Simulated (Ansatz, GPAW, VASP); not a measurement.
# Equation of state of K3Ge under PBE

```cif
data_structure
_symmetry_space_group_name_H-M 'Fm-3m'
_symmetry_Int_Tables_number 225
_cell_length_a 8.6220
_cell_length_b 8.6220
_cell_length_c 8.6220
_cell_angle_alpha 90.000
_cell_angle_beta 90.000
_cell_angle_gamma 90.000
_cell_volume 640.95
loop_
_atom_site_label
_atom_site_type_symbol
_atom_site_symmetry_multiplicity
_atom_site_Wyckoff_symbol
_atom_site_fract_x
_atom_site_fract_y
_atom_site_fract_z
_atom_site_occupancy
Ge1 Ge 4 a 0.00000 0.00000 0.00000 1
K1 K 4 b 0.50000 0.00000 0.00000 1
K2 K 8 c 0.25000 0.25000 0.75000 1
```

The cell comes from a database or a generator and needn't be the stable form of this composition.

The cell was scaled at fixed shape and fractions and run with Ansatz, Ansatz PAW, cutoff 420 eV; PBE, k mesh 6 × 6 × 6 on the cell of 4 atoms, fermi-dirac occupations of 0.05 eV, no spin polarisation, no spin-orbit coupling. Energies are those that the program minimises, any entropy of the smearing included. For a metal such a mesh isn't converged to the digits shown.

```csv
V (Å³/atom),energy over the lowest row (meV/atom)
37.6561,5.196
38.4573,2.398
39.2585,?
40.0597,0.000
40.8609,0.185
41.6621,1.193
42.4633,2.958
```

Q: Fit the third-order Birch-Murnaghan form, give V0, B0 and B′, and predict the energy left open.

A: With y = (V0/V)^(2/3), E = E0 + (9 V0 B0/16) [(y - 1)³ B′ + (y - 1)² (6 - 4y)]. Least squares through the rows shown give V0 = 40.2796 Å³/atom, E0 = -0.040 meV, B0 = 8.820 GPa (1 eV/Å³ = 160.218 GPa) and B′ = 3.77, with a largest miss of 0.007 meV. At V = 39.2585 the form with these constants gives 0.702 meV; the run gave 0.706 meV an atom. Other set-ups at this level, from all their volumes (Å³/atom, GPa): GPAW, GPAW PAW data sets (gpaw-data 1.2.1): V0 40.264, B0 8.937; VASP, PBE PAW files Ge_d, K_sv, 520 eV: V0 40.373, B0 8.841.
